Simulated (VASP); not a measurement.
An input for Quantum ESPRESSO's pw.x (written as the equivalent of a VASP run, and not itself run):

```
&CONTROL
  calculation = 'relax'
  pseudo_dir = './pseudo'
  outdir = './out'
  tprnfor = .true.
  tstress = .true.
  nstep = 30
  forc_conv_thr = 3.9e-05
/
&SYSTEM
  ibrav = 0
  nat = 2
  ntyp = 2
  ecutwfc = 60.3
  occupations = 'smearing'
  smearing = 'gaussian'
  degauss = 0.003675
  input_dft = 'pbe'
/
&ELECTRONS
  conv_thr = 7.3e-10
  electron_maxstep = 100
/
&IONS
/
ATOMIC_SPECIES
  Tl 204.380 Tl.upf
  Cl 35.450 Cl.upf
CELL_PARAMETERS angstrom
     3.8932625    0.0000000   -0.0000000
     0.0000000    3.8932625    0.0000000
    -0.0000000   -0.0000000    3.8932625
ATOMIC_POSITIONS crystal
  Tl   0.0000000  0.0000000  0.0000000
  Cl   0.5000000  0.5000000  0.5000000
K_POINTS automatic
  6 6 6 0 0 0
```

**Question.** Translate this input to VASP (INCAR, KPOINTS, POSCAR, choice of POTCAR).

**Answer.** This is not unique; one that fits is 
### KPOINTS
```
Automatic mesh
0
Gamma
6 6 6
0 0 0
```

INCAR:
```
# general
SYSTEM   =  TlCl
PREC     =  Accurate
ENCUT    =  400
LREAL    =  .FALSE.
LASPH    =  .TRUE.

# electronic loop
EDIFF    =  1E-8
NELM     =  100
ALGO     =  Normal
LMAXMIX  =  4

# smearing
ISMEAR   =  0
SIGMA    =  0.05

# functional
GGA      =  PE

# ions
IBRION   =  1
NSW      =  30
ISIF     =  2
EDIFFG   =  -0.001

# output
LWAVE    =  .FALSE.
LCHARG   =  .FALSE.
```

### POSCAR
```
TlCl
1
    3.8932625248     0.0000000000    -0.0000000000
    0.0000000000     3.8932625248     0.0000000000
   -0.0000000000    -0.0000000000     3.8932625248
Tl Cl
1 1
Direct
  0.0000000000   0.0000000000   0.0000000000
  0.5000000000   0.5000000000   0.5000000000
```

POTCAR, in this order: Tl_d Cl (PBE.64 set). Program: vasp_std.

What does not carry over: the potentials are each code's own (VASP's PAW set, PseudoDojo norm-conserving files in pw.x), so ENCUT and ecutwfc are chosen apart and not converted; conv_thr bounds pw.x's estimated SCF error, while EDIFF bounds the energy change between steps; forc_conv_thr acts on force components and is met together with etot_conv_thr.

The compound is TlCl in the CsCl type structure. It was relaxed first. The start is the result of an earlier pass.
